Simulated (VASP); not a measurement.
Input:

```
AuCu
1.0
    2.85600     0.00000     0.00000
    0.00000     2.85600     0.00000
    0.00000     0.00000     3.74340
Cu Au
1 1
Direct
  0.00000   0.00000   0.00000
  0.50000   0.50000   0.50000
```

All values below come from PBE GGA, VASP's PBE PAW potentials (set 64) (plane waves; VASP 6.6.1). Numerical set-up: 400 eV cut-off, 10×10×7 Γ-centred mesh, first-order Methfessel-Paxton smearing of 0.10 eV, potentials Cu Au.

Problem. Give the stress tensor in GPa (positive for a compressed cell).

Solution. 
```
-1.95   0.00   0.00
 0.00  -1.95   0.00
 0.00   0.00  -2.85
```
The pressure is its mean diagonal, -2.25 GPa.

The compound is CuAu in the L1_0 structure. The cell was not relaxed at this level.
